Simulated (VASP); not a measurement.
OSZICAR of a VASP run on PbTe (rock salt):

File OSZICAR:
```
       N       E                     dE             d eps       ncg     rms          rms(c)
DAV:   1     0.156223000735E+03    0.15622E+03   -0.93495E+03   448   0.137E+03
DAV:   2     0.818223495446E+01   -0.14804E+03   -0.14496E+03   466   0.330E+02
DAV:   3    -0.243601070102E+01   -0.10618E+02   -0.10543E+02   598   0.977E+01
DAV:   4    -0.270342661465E+01   -0.26742E+00   -0.26732E+00   540   0.186E+01
DAV:   5    -0.271313241713E+01   -0.97058E-02   -0.97057E-02   622   0.310E+00    0.316E+00
DAV:   6    -0.258026850813E+01    0.13286E+00   -0.32962E-01   570   0.451E+00    0.195E+00
DAV:   7    -0.257798943930E+01    0.22791E-02   -0.91419E-02   554   0.165E+00    0.903E-01
DAV:   8    -0.258000805286E+01   -0.20186E-02   -0.92655E-03   478   0.112E+00    0.146E-01
DAV:   9    -0.258004139829E+01   -0.33345E-04   -0.10148E-03   628   0.346E-01    0.462E-02
DAV:  10    -0.258009149233E+01   -0.50094E-04   -0.13168E-04   472   0.887E-02    0.247E-02
DAV:  11    -0.258010150530E+01   -0.10013E-04   -0.26785E-05   514   0.401E-02    0.883E-03
DAV:  12    -0.258010159864E+01   -0.93346E-07   -0.18250E-06   510   0.143E-02
   1 F= -.25801016E+01 E0= -.25801016E+01  d E =-.258010E+01
```

Problem. Which electronic solver shows in the log?

Solution. It is blocked Davidson (ALGO = Normal, or the opening steps of other solvers). The INCAR had ALGO = Normal.

Problem. Can the final energy be trusted as converged?

Solution. The run converged. It stopped with EDIFF = 1E-6, NELM = 100, NSW = 60 and EDIFFG = -0.01 after 1 ionic step (optB86b-vdW, plane waves, VASP's PBE PAW potentials (set 64)).

The compound is PbTe in the rock salt structure. It was relaxed first. The start is the result of an earlier pass.
